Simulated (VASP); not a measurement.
Write the native input for VASP 6.6.1 that does the following.

```yaml
Task: relaxation of cell and atoms
Functional: PBE
Potentials_or_basis: VASP PAW PBE potentials, release 64 (Si, B)
Cutoff: 520 eV
k_mesh: 6 × 10 × 8
Occupations: gaussian, width 0.1 eV
Spin: no spin polarisation
Further_INCAR_settings: ALGO = Normal; EDIFF = 1e-06; IBRION = 2; EDIFFG = -0.01; NSW = 90; ISIF = 3
```

The structure of SiB lies in POSCAR:

```
SiB
1.0
    6.2890000000      0.0000000000      0.0000000000
    0.0000000000      2.9720000000      0.0000000000
    0.0000000000      0.0000000000      4.2900000000
Si B
4 4
Direct
    0.8315710000      0.7500000000      0.9944055900
    0.1684290000      0.2500000000      0.0055944100
    0.6684290000      0.2500000000      0.4944055900
    0.3315710000      0.7500000000      0.5055944100
    0.9220464300      0.7500000000      0.5055944100
    0.0779535700      0.2500000000      0.4944055900
    0.4220464300      0.7500000000      0.9944055900
    0.5779535700      0.2500000000      0.0055944100
```

The cell was built by a generator and needn't be a form met in nature.

The input as run:

INCAR

```
ALGO     = Normal         # electronic algorithm
EDIFF    = 1E-6           # SCF threshold, eV
EDIFFG   = -0.01          # ionic threshold
ENCUT    = 520            # plane-wave cutoff, eV
GGA      = PE             # functional
IBRION   = 2              # ionic algorithm
ISIF     = 3              # what is computed and relaxed
ISMEAR   = 0              # smearing method
KPAR     = 4            
LASPH    = True           # aspherical terms in the spheres
LCHARG   = False          # write CHGCAR
LREAL    = False          # projectors in reciprocal space
LWAVE    = False          # write WAVECAR
NELM     = 120            # most SCF steps
NSW      = 90             # ionic steps
PREC     = Accurate       # precision mode
SIGMA    = 0.1            # smearing width, eV
```

KPOINTS

```
k-points
0
Gamma
  6 10 8
```

Potentials or basis: VASP PAW PBE potentials, release 64 (Si, B).

The run is started by

```sh
$ cat potpaw_PBE.64/Si/POTCAR potpaw_PBE.64/B/POTCAR > POTCAR
$ mpirun -np 4 vasp_std > vasp.out
```

Results of the run:

- Relaxed volume: 11.05 Å³/atom
- Relaxed cell: a = 5.245 Å, b = 2.977 Å, c = 5.659 Å, α = 90.00°, β = 90.00°, γ = 90.00°
- Space group after relaxing (to 0.05 Å): Pnma (No. 62)
- Energy gained by relaxing: 218.4 meV/atom
- Ionic steps: 75
- Pressure after relaxing: 0.0 GPa
- Largest force after relaxing: 0.008 eV/Å
- Band gap on the k mesh: none (metal or under the smearing width)

Run time: 12 min on 4 MPI ranks on Intel(R) Xeon(R) Platinum 8559C (Emerald Rapids) (shared host), peak memory 0.3 GiB a rank.
